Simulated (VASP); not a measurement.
Here is the system:

```xyz
12
Lattice="3.5893 0.0000 0.0000 1.7947 11.9366 0.0000 0.0000 0.0000 22.5567" Properties=species:S:1:pos:R:3 pbc="T T T"
Tl     2.6172     1.1550     8.4669
Tl     4.4119     7.5280     7.0000
Tl     2.6172     4.4764     7.2445
Tl     4.4119     9.7701     9.6893
Tl     0.8226     0.3455    11.4006
Tl     2.6172     6.7185     9.9337
Tl     0.8226     3.6669    10.1782
Tl     2.6172     8.9606    12.6230
Tl     4.4119    11.4726    14.3343
Tl     4.4119     5.9090    12.8675
Tl     2.6172     2.8574    13.1119
Tl     4.4119     8.1511    15.5567
```

All values below come from LDA (Ceperley-Alder, Perdew-Zunger), VASP's LDA PAW potentials (set 64) (plane waves; VASP). Settings: 300 eV cut-off, 5×5×1 Γ-centred mesh, Gaussian smearing of 0.050 eV, potentials Tl_d.

At this cut-off the stress carries a Pulay error, which pulls relaxed volumes low. The cell holds a wide vacuum, so values per volume refer to the whole cell.

Give the force on each atom (eV/Å).

```json
[
 {"atom": "Tl1", "Fx": "0.000", "Fy": "0.092", "Fz": "0.266"},
 {"atom": "Tl2", "Fx": "0.000", "Fy": "-0.212", "Fz": "0.471"},
 {"atom": "Tl3", "Fx": "0.000", "Fy": "0.005", "Fz": "0.359"},
 {"atom": "Tl4", "Fx": "0.000", "Fy": "0.035", "Fz": "0.092"},
 {"atom": "Tl5", "Fx": "0.000", "Fy": "0.001", "Fz": "0.008"},
 {"atom": "Tl6", "Fx": "0.000", "Fy": "0.001", "Fz": "0.004"},
 {"atom": "Tl7", "Fx": "0.000", "Fy": "0.067", "Fz": "-0.007"},
 {"atom": "Tl8", "Fx": "0.000", "Fy": "0.005", "Fz": "0.033"},
 {"atom": "Tl9", "Fx": "0.000", "Fy": "-0.111", "Fz": "-0.298"},
 {"atom": "Tl10", "Fx": "0.000", "Fy": "0.085", "Fz": "-0.014"},
 {"atom": "Tl11", "Fx": "0.000", "Fy": "-0.093", "Fz": "-0.272"},
 {"atom": "Tl12", "Fx": "0.000", "Fy": "0.124", "Fz": "-0.643"}
]
```

Give the stress tensor in GPa (positive for a compressed cell).

```
-2.76   0.00   0.00
 0.00  -2.10   0.11
 0.00   0.11  -1.61
```
The pressure is its mean diagonal, -2.16 GPa.

The cell is a sheet with vacuum, built from a database entry that may be metastable or hypothetical.
